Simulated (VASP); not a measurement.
# Mg3CdSe2O2 (P-4m2) in VASP: further runs

One crystal, Mg3CdSe2O2, is run at these levels: PBE; tasks: band structure, Born charges and dielectric tensor.

All numbers are computed with VASP 6.6.1; they aren't measurements. Logs are shortened: lines on timing, memory, paths and dates and some standing lists are left out, and cuts for length are marked.

### 1 The structure

The structure is tetragonal, space group P-4m2 (No. 115). Conventional cell: a = 3.889 Å, b = 3.889 Å, c = 9.810 Å, α = 90.00°, β = 90.00°, γ = 90.00°. Mg (site symmetry -4m2) is surrounded by 4 O at 2.04 Å. Mg (site symmetry 2mm) has 2 O at 2.14 Å as nearest neighbours. Around Cd (site symmetry -4m2) lie 4 Se at 2.63 Å. Se (site symmetry 2mm) is surrounded by 2 Mg at 2.54 Å and 2 Cd at 2.63 Å. O (site symmetry 2mm) has 4 Mg at 2.04 to 2.14 Å as nearest neighbours.

The cell was built by a generator and needn't be a form met in nature.

### 2 Band structure, PBE

Contents of POSCAR:

```
Mg3CdSe2O2
1.0
    3.8888500000      0.0000000000      0.0000000000
    0.0000000000      3.8888500000      0.0000000000
    0.0000000000      0.0000000000      9.8099500000
Mg Cd Se O
3 1 2 2
Direct
    0.0000000000      0.0000000000      0.5000000000
    0.5000000000      0.5000000000      0.3480200000
    0.5000000000      0.5000000000      0.6519800000
    0.0000000000      0.0000000000      0.0000000000
    0.5000000000      0.0000000000      0.1806570000
    0.0000000000      0.5000000000      0.8193430000
    0.5000000000      0.0000000000      0.5618630000
    0.0000000000      0.5000000000      0.4381370000
```

Contents of INCAR.step1:

```
PREC = Accurate
ENCUT = 520
EDIFF = 1E-6
ISMEAR = 0
SIGMA = 0.03
LREAL = F
LASPH = T
NELM = 100
ALGO = Normal
ISIF = 2
LWAVE = F
LCHARG = T
GGA = PE
KPAR = 4
```

Contents of KPOINTS.step1:

```
Automatic mesh
0
Gamma
  6 6 4
```

Contents of INCAR.step2:

```
PREC = Accurate
ENCUT = 520
EDIFF = 1E-6
ISMEAR = 0
SIGMA = 0.05
LREAL = F
LASPH = T
NELM = 100
ALGO = Normal
ISIF = 2
LWAVE = F
LCHARG = F
GGA = PE
KPAR = 4
ICHARG = 11
```

Contents of KPOINTS.step2:

```
path GXMGZRAZ,XR,MA
20
line-mode
reciprocal
 0.0000000000  0.0000000000  0.0000000000  G
 0.0000000000  0.5000000000  0.0000000000  X

 0.0000000000  0.5000000000  0.0000000000  X
 0.5000000000  0.5000000000  0.0000000000  M

 0.5000000000  0.5000000000  0.0000000000  M
 0.0000000000  0.0000000000  0.0000000000  G

 0.0000000000  0.0000000000  0.0000000000  G
 0.0000000000  0.0000000000  0.5000000000  Z

 0.0000000000  0.0000000000  0.5000000000  Z
 0.0000000000  0.5000000000  0.5000000000  R

 0.0000000000  0.5000000000  0.5000000000  R
 0.5000000000  0.5000000000  0.5000000000  A

 0.5000000000  0.5000000000  0.5000000000  A
 0.0000000000  0.0000000000  0.5000000000  Z

 0.0000000000  0.5000000000  0.0000000000  X
 0.0000000000  0.5000000000  0.5000000000  R

 0.5000000000  0.5000000000  0.0000000000  M
 0.5000000000  0.5000000000  0.5000000000  A
```

Potentials or basis: VASP PAW PBE potentials, release 64 (Mg, Cd, Se, O).

On the command line:

```sh
> cat potpaw_PBE.64/Mg/POTCAR potpaw_PBE.64/Cd/POTCAR potpaw_PBE.64/Se/POTCAR potpaw_PBE.64/O/POTCAR > POTCAR
> cp INCAR.step1 INCAR
> cp KPOINTS.step1 KPOINTS
> mpirun -np 4 vasp_std > vasp.out
> cp INCAR.step2 INCAR
> cp KPOINTS.step2 KPOINTS
> mpirun -np 4 vasp_std > vasp.out
```

OUTCAR:

```text
PREC = Accurate
   ENCUT = 520
   EDIFF = 1E-6
   ISMEAR = 0
   LREAL = F
   LASPH = T
   NELM = 100
   ISIF = 2
   GGA = PE
   ICHARG = 11

 ion  position               nearest neighbor table
   1  0.000  0.000  0.500-   7 2.04   8 2.04   8 2.04   7 2.04   2 3.13   3 3.13   2 3.13   2 3.13
                             3 3.13   3 3.13   2 3.13   3 3.13
   2  0.500  0.500  0.348-   8 2.14   8 2.14   5 2.54   5 2.54   3 2.98   1 3.13   1 3.13   1 3.13
                             1 3.13
   3  0.500  0.500  0.652-   7 2.14   7 2.14   6 2.54   6 2.54   2 2.98   1 3.13   1 3.13   1 3.13
                             1 3.13
   4  0.000  0.000  0.000-   5 2.63   6 2.63   6 2.63   5 2.63
   5  0.500  0.000  0.181-   2 2.54   2 2.54   4 2.63   4 2.63
   6  0.000  0.500  0.819-   3 2.54   3 2.54   4 2.63   4 2.63
   7  0.500  0.000  0.562-   1 2.04   1 2.04   3 2.14   3 2.14
   8  0.000  0.500  0.438-   1 2.04   1 2.04   2 2.14   2 2.14

  LATTYP: Found a simple tetragonal cell.
 ALAT       =     3.8888500000
 C/A-ratio  =     2.5225837973

  Lattice vectors:

 A1 = (   3.8888500000,   0.0000000000,   0.0000000000)
 A2 = (   0.0000000000,   3.8888500000,   0.0000000000)
 A3 = (   0.0000000000,   0.0000000000,   9.8099500000)

Analysis of symmetry for initial positions (statically):
=====================================================================
 Subroutine PRICEL returns:
 Original cell was already a primitive cell.

 Routine SETGRP: Setting up the symmetry group for a
 simple tetragonal supercell.

 Subroutine GETGRP returns: Found  8 space group operations
 (whereof  8 operations were pure point group operations)
 out of a pool of 16 trial point group operations.

The static configuration has the point symmetry D_2d.

Analysis of symmetry for dynamics (positions and initial velocities):
=====================================================================
 Subroutine PRICEL returns:
 Original cell was already a primitive cell.

 Routine SETGRP: Setting up the symmetry group for a
 simple tetragonal supercell.

 Subroutine GETGRP returns: Found  8 space group operations
 (whereof  8 operations were pure point group operations)
 out of a pool of 16 trial point group operations.

The dynamic configuration has the point symmetry D_2d.

 Subroutine INISYM returns: Found  8 space group operations
 (whereof  8 operations are pure point group operations),
 and found     1 'primitive' translations

----------------------------------------------------------------------------------------

                                     Primitive cell

  volume of cell :     148.3574

  direct lattice vectors                    reciprocal lattice vectors
     3.888850000  0.000000000  0.000000000     0.257145429  0.000000000  0.000000000
     0.000000000  3.888850000  0.000000000     0.000000000  0.257145429  0.000000000
     0.000000000  0.000000000  9.809950000     0.000000000  0.000000000  0.101937319

  length of vectors
     3.888850000  3.888850000  9.809950000     0.257145429  0.257145429  0.101937319

  position of ions in fractional coordinates (direct lattice)
     0.000000000  0.000000000  0.500000000
     0.500000000  0.500000000  0.348020000
     0.500000000  0.500000000  0.651980000
     0.000000000  0.000000000  0.000000000
     0.500000000  0.000000000  0.180657000
     0.000000000  0.500000000  0.819343000
     0.500000000  0.000000000  0.561863000
     0.000000000  0.500000000  0.438137000

  ion indices of the primitive-cell ions
   primitive index   ion index
                 1           1
                 2           2
                 3           3
                 4           4
                 5           5
                 6           6
                 7           7
                 8           8

----------------------------------------------------------------------------------------

 KPOINTS: path GXMGZRAZ,XR,MA

Interpolating k-points between supplied coordinates.

 Line segments in fractional coordinates (reciprocal lattice):
    0.000000  0.000000  0.000000  ...  0.000000  0.500000  0.000000
    0.000000  0.500000  0.000000  ...  0.500000  0.500000  0.000000
    0.500000  0.500000  0.000000  ...  0.000000  0.000000  0.000000
    0.000000  0.000000  0.000000  ...  0.000000  0.000000  0.500000
    0.000000  0.000000  0.500000  ...  0.000000  0.500000  0.500000
    0.000000  0.500000  0.500000  ...  0.500000  0.500000  0.500000
    0.500000  0.500000  0.500000  ...  0.000000  0.000000  0.500000
    0.000000  0.500000  0.000000  ...  0.000000  0.500000  0.500000
    0.500000  0.500000  0.000000  ...  0.500000  0.500000  0.500000

 Generated    20 points on each line segment, for a total of    180 k-points:

 Following reciprocal coordinates:
            Coordinates               Weight
  0.000000  0.000000  0.000000      0.005556
  0.000000  0.026316  0.000000      0.005556
  0.000000  0.052632  0.000000      0.005556
  0.000000  0.078947  0.000000      0.005556
  0.000000  0.105263  0.000000      0.005556
  0.000000  0.131579  0.000000      0.005556
[... 16 lines left out ...]
  0.052632  0.500000  0.000000      0.005556
  0.078947  0.500000  0.000000      0.005556
 [... further k-points ...]
   k-points           NKPTS =    180   k-points in BZ     NKDIM =    180   number of bands    NBANDS=     26
   number of dos      NEDOS =    301   number of ions     NIONS =      8
   total plane-waves  NPLWV =  72000
   dimension x,y,z NGX =    30 NGY =   30 NGZ =   80
   dimension x,y,z NGXF=    60 NGYF=   60 NGZF=  160
   ions per type =               3   1   2   2
   NGX,Y,Z   is equivalent  to a cutoff of  12.82, 12.82, 13.56 a.u.
   NGXF,Y,Z  is equivalent  to a cutoff of  25.65, 25.65, 27.11 a.u.
 SYSTEM =  unknown system
   PREC   = accura    normal or accurate (medium, high low for compatibility)
   ISTART =      0    job   : 0-new  1-cont  2-samecut
   ICHARG =     11    charge: 1-file 2-atom 10-const
   ISPIN  =      1    spin polarized calculation?
   LNONCOLLINEAR =      F non collinear calculations
   LSORBIT =      F    spin-orbit coupling
   LASPH  =      T    aspherical Exc in radial PAW
   ENCUT  =  520.0 eV  38.22 Ry    6.18 a.u.   7.23  7.23 18.24*2*pi/ulx,y,z
   NELM   =    100;   NELMIN=  2; NELMDL=  0     # of ELM steps
   EDIFF  = 0.1E-05   stopping-criterion for ELM
   LREAL  =      F    real-space projection
   EDIFFG = 0.1E-04   stopping-criterion for IOM
   NSW    =      0    number of steps for IOM
   IBRION =     -1    ionic relax: 0-MD 1-quasi-New 2-CG
   NFREE  =      0    steps in history (QN), initial steepest desc. (CG)
   ISIF   =      2    stress and relaxation
   ISYM   =      2    0-nonsym 1-usesym 2-fastsym
   POTIM  = 0.5000    time-step for ionic-motion
   TEBEG  =    0.0;   TEEND  =   0.0 temperature during run
   PSTRESS=    0.0 pullay stress
   NELECT =      42.0000    total number of electrons
   NUPDOWN=      -1.0000    fix difference up-down
   EMIN   =  10.00;   EMAX   =-10.00  energy-range for DOS
   EFERMI =   0.00;   METHOD = LEGACY
   ISMEAR =     0;   SIGMA  =   0.05  broadening in eV -4-tet -1-fermi 0-gaus
   EFERMI_NEDOS =   21; number of points for ismear=-14 and -15
   IALGO  =     38    algorithm
   IMIX   =      4    mixing-type and parameters
     AMIX     =   0.40;   BMIX     =  1.00
     AMIX_MAG =   1.60;   BMIX_MAG =  1.00
  volume/ion in A,a.u.               =      18.54       125.15
  Fermi-wavevector in a.u.,A,eV,Ry     =   1.074950  2.031361 15.721766  1.155517
  Thomas-Fermi vector in A             =   2.210793
   LORBIT       =      0    0 simple, 1 ext, 2 COOP (PROOUT), +10 PAW based schemes
   GGA     = PE    functional components
   LHFCALC =     F    Hartree Fock is set to
   AEXX    =    0.0000 exact exchange contribution
   IVDW    =     0    specifies the selected vdW correction
   LEPSILON=     F    determine dielectric tensor
   LRPA    =     F    only Hartree local field effects (RPA)
 non-spin polarized calculation
 Gauss-broadening in eV      SIGMA  =   0.05
  energy-cutoff  :      520.00
  volume of cell :      148.36
 maximum number of plane-waves:      4036
 NGX is ok and might be reduce to    30

 number of electron      42.0000010 magnetization

 Free energy of the ion-electron system (eV)
  ---------------------------------------------------
  ext. energy  EPLUGINS =         0.00000000
  ---------------------------------------------------
  free energy    TOTEN  =       -34.61479754 eV

  energy without entropy =      -34.61479754  energy(sigma->0) =      -34.61479754

 E-fermi :   2.3302     XC(G=0):  -9.2344

 val. band max:        2.0690295586   @ k =   0.0000   0.3421   0.5000
 cond. band min:       3.1601874350   @ k =   0.0000   0.0000   0.0000
 fundamental gap:      1.0911578764
 Fermi energy:         2.3301749669

 k-point     1 :       0.0000    0.0000    0.0000
  band No.  band energies     occupation
      1     -15.6593      2.00000
      2     -14.8623      2.00000
      3     -10.2562      2.00000
      4     -10.0327      2.00000
      5      -5.7481      2.00000
      6      -5.7073      2.00000
[... 18 lines left out ...]
     25       7.2215      0.00000
     26       7.6439      0.00000

 k-point     2 :       0.0000    0.0263    0.0000
  band No.  band energies     occupation
      1     -15.6575      2.00000
      2     -14.8632      2.00000
      3     -10.2541      2.00000
      4     -10.0313      2.00000
      5      -5.7481      2.00000
      6      -5.7072      2.00000
[... 18 lines left out ...]
     25       7.2409      0.00000
[... 608 lines left out ...]
     25       6.9733      0.00000
     26       8.3720      0.00000

 k-point    24 :       0.0789    0.5000    0.0000
  band No.  band energies     occupation
      1     -15.1958      2.00000
      2     -15.1845      2.00000
      3      -9.8706      2.00000
      4      -9.8305      2.00000
      5      -5.7154      2.00000
      6      -5.6811      2.00000
[... 18 lines left out ...]
     25       7.0024      0.00000
     26       8.5483      0.00000

 [... further k-points ...]

------------------------ aborting loop because EDIFF is reached ----------------------------------------

  FORCE on cell =-STRESS in cart. coord.  units (eV):
  Direction    XX          YY          ZZ          XY          YZ          ZX
  --------------------------------------------------------------------------------------
  -------------------------------------------------------------------------------------
  Total        1.9403249      1.9403249     -0.2266142      0.0000000     -0.0000000      0.0000000
  in kB       20.9544302     20.9544302     -2.4473074      0.0000000     -0.0000000      0.0000000
  external PRESSURE =      13.1538510 kB  Pullay stress =       0.0000000 kB

 VOLUME and BASIS-vectors are now :
 -----------------------------------------------------------------------------
  energy-cutoff  :      520.00
  volume of cell :      148.36
      direct lattice vectors                 reciprocal lattice vectors
     3.888850000  0.000000000  0.000000000     0.257145429  0.000000000  0.000000000
     0.000000000  3.888850000  0.000000000     0.000000000  0.257145429  0.000000000
     0.000000000  0.000000000  9.809950000     0.000000000  0.000000000  0.101937319

 POSITION                                       TOTAL-FORCE (eV/Angst)
 -----------------------------------------------------------------------------------
      0.00000      0.00000      4.90498         0.000000      0.000000      0.000000
      1.94443      1.94443      3.41406        -0.000000      0.000000     -0.052592
      1.94443      1.94443      6.39589        -0.000000     -0.000000      0.052592
      0.00000      0.00000      0.00000        -0.000000      0.000000      0.000000
      1.94443      0.00000      1.77224        -0.000000      0.000000      0.051286
      0.00000      1.94443      8.03771        -0.000000      0.000000     -0.051286
      1.94443      0.00000      5.51185        -0.000000      0.000000      0.261600
      0.00000      1.94443      4.29810        -0.000000      0.000000     -0.261600
 -----------------------------------------------------------------------------------
    total drift:                                0.000000     -0.000000      0.000000

  FREE ENERGIE OF THE ION-ELECTRON SYSTEM (eV)
  ---------------------------------------------------
  free  energy   TOTEN  =       -34.6147975357 eV

  energy  without entropy=      -34.6147975357  energy(sigma->0) =      -34.61479754
```

It took 2.2 min on 4 MPI ranks of Intel Xeon Platinum 8488C (Sapphire Rapids), shared host; peak memory 0.8 GiB.

Results:

- Band gap on the k mesh: 1.09 eV, indirect (least direct gap 1.17 eV)
- Band gap along the path: 1.09 eV, indirect (least direct gap 1.17 eV)

Levels at the corners of the path, in eV from the valence-band top:
```tsv
point	band 18	band 19	band 20	band 21	band 22	band 23	band 24	band 25
Γ	-0.82	-0.82	-0.08	-0.08	1.09	4.11	4.23	5.15
X	-1.79	-1.72	-0.31	-0.02	2.90	3.84	4.86	4.87
X	-1.79	-1.72	-0.31	-0.02	2.90	3.84	4.86	4.87
M	-2.05	-1.91	-1.76	-1.76	3.39	3.42	3.42	5.58
M	-2.05	-1.91	-1.76	-1.76	3.39	3.42	3.42	5.58
Γ	-0.82	-0.82	-0.08	-0.08	1.09	4.11	4.23	5.15
Γ	-0.82	-0.82	-0.08	-0.08	1.09	4.11	4.23	5.15
Z	-0.82	-0.82	-0.06	-0.06	2.53	2.69	4.44	5.03
Z	-0.82	-0.82	-0.06	-0.06	2.53	2.69	4.44	5.03
R	-1.56	-1.52	-0.31	-0.02	2.67	3.61	5.18	5.33
R	-1.56	-1.52	-0.31	-0.02	2.67	3.61	5.18	5.33
A	-2.31	-1.97	-1.86	-1.86	3.19	3.98	3.98	5.15
A	-2.31	-1.97	-1.86	-1.86	3.19	3.98	3.98	5.15
Z	-0.82	-0.82	-0.06	-0.06	2.53	2.69	4.44	5.03
X	-1.79	-1.72	-0.31	-0.02	2.90	3.84	4.86	4.87
R	-1.56	-1.52	-0.31	-0.02	2.67	3.61	5.18	5.33
M	-2.05	-1.91	-1.76	-1.76	3.39	3.42	3.42	5.58
A	-2.31	-1.97	-1.86	-1.86	3.19	3.98	3.98	5.15
```

Caveat: the log is that of the step along the path at fixed density, whose energy, stress, charges and moments have no meaning.

(Continued in part 2 of 2.)
